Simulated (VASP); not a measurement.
Computed with r2SCAN meta-GGA, VASP's PBE PAW potentials (set 64) (plane waves; VASP 6.6.1).

The input files of a VASP run:

KPOINTS:
```
K-points
0
Gamma
 6 6 4
```

**INCAR**
```
! general
SYSTEM   =  PtSe2
PREC     =  Accurate
ENCUT    =  480
LREAL    =  F
LASPH    =  T

! electronic loop
EDIFF    =  1E-7
NELM     =  100
ALGO     =  Normal
LMAXMIX  =  6
LMIXTAU  =  T

! smearing
ISMEAR   =  0
SIGMA    =  0.05

! functional
METAGGA  =  R2SCAN

! ions
ISIF     =  2

! output
LWAVE    =  F
LCHARG   =  F
```

POSCAR:
```
PtSe2
1
    1.8617037751    -3.2245657690     0.0000000000
    1.8617037751     3.2245657690     0.0000000000
    0.0000000000     0.0000000000     5.7057429535
Pt Se
1 2
Direct
  0.0000000000   0.0000000000   0.0000000000
  0.3333330000   0.6666670000   0.2291738785
  0.6627905091   0.3372094909   0.7708261215
```

POTCAR, in this order: Pt Se (PBE.64 set). Program: vasp_std.

Output

File OSZICAR:
```
       N       E                     dE             d eps       ncg     rms          rms(c)
DAV:   1     0.413664725330E+02    0.41366E+02   -0.98033E+03  1442   0.122E+03
DAV:   2    -0.826871609553E+02   -0.12405E+03   -0.12137E+03  1859   0.231E+02
DAV:   3    -0.876026973819E+02   -0.49155E+01   -0.48972E+01  1683   0.499E+01
DAV:   4    -0.876422806081E+02   -0.39583E-01   -0.39578E-01  1788   0.481E+00
DAV:   5    -0.876428139825E+02   -0.53337E-03   -0.53337E-03  1768   0.528E-01    0.132E+01
DAV:   6    -0.831171271425E+02    0.45257E+01   -0.83655E+00  1529   0.302E+01    0.866E+00
DAV:   7    -0.812787679029E+02    0.18384E+01   -0.13257E+00  1424   0.131E+01    0.440E+00
DAV:   8    -0.814238352264E+02   -0.14507E+00   -0.41162E-01  1508   0.467E+00    0.111E+00
DAV:   9    -0.814692403597E+02   -0.45405E-01   -0.77440E-02  1452   0.308E+00    0.238E-01
DAV:  10    -0.814911435364E+02   -0.21903E-01   -0.30246E-02  1522   0.164E+00    0.159E-01
DAV:  11    -0.814894731345E+02    0.16704E-02   -0.65370E-03  1431   0.999E-01    0.125E-01
DAV:  12    -0.814914548185E+02   -0.19817E-02   -0.56087E-03  1438   0.916E-01    0.765E-02
DAV:  13    -0.814936239754E+02   -0.21692E-02   -0.72458E-04  1669   0.317E-01    0.243E-02
DAV:  14    -0.814937638028E+02   -0.13983E-03   -0.13553E-04  1452   0.136E-01    0.984E-03
DAV:  15    -0.814938430197E+02   -0.79217E-04   -0.51706E-05  1529   0.775E-02    0.279E-03
DAV:  16    -0.814938435303E+02   -0.51064E-06   -0.32108E-06  1711   0.184E-02    0.177E-03
DAV:  17    -0.814938448567E+02   -0.13264E-05   -0.50998E-07  1613   0.776E-03    0.742E-04
DAV:  18    -0.814938451271E+02   -0.27035E-06   -0.22034E-07  1226   0.545E-03    0.522E-04
DAV:  19    -0.814938451953E+02   -0.68286E-07   -0.28024E-08   789   0.160E-03
   1 F= -.81493845E+02 E0= -.81493845E+02  d E =-.163600E-16
```

File OUTCAR:
```
------------------------ aborting loop because EDIFF is reached ----------------------------------------
  FORCE on cell =-STRESS in cart. coord.  units (eV):
  Direction    XX          YY          ZZ          XY          YZ          ZX
  --------------------------------------------------------------------------------------
  Total        0.1761748     -0.1025122      0.0669612      0.0000000      0.2793766      0.0000000
  in kB        4.1203135     -2.3975197      1.5660639      0.0000000      6.5339614      0.0000000
  external PRESSURE =       1.0962859 kB  Pullay stress =       0.0000000 kB
  volume of cell :       68.51
      direct lattice vectors                 reciprocal lattice vectors
     1.861703775 -3.224565769  0.000000000     0.268571191 -0.155059638  0.000000000
     1.861703775  3.224565769  0.000000000     0.268571191  0.155059638  0.000000000
     0.000000000  0.000000000  5.705742953     0.000000000  0.000000000  0.175262014
 POSITION                                       TOTAL-FORCE (eV/Angst)
 -----------------------------------------------------------------------------------
      0.00000      0.00000      0.00000         0.000000      0.183672      0.005086
      1.86170      1.07486      1.30761         0.000000      0.020005      0.002967
      1.86170     -1.04986      4.39814         0.000000     -0.203677     -0.008052
 -----------------------------------------------------------------------------------
    total drift:                               -0.000000      0.000081      0.000060
  FREE ENERGIE OF THE ION-ELECTRON SYSTEM (eV)
  ---------------------------------------------------
  free  energy   TOTEN  =       -81.4938451953 eV

  energy  without entropy=      -81.4938451953  energy(sigma->0) =      -81.49384520
```
(Selected blocks of OUTCAR.)

The compound is PtSe2 in the 1T layered structure. This cell was strained or had an atom moved on purpose.
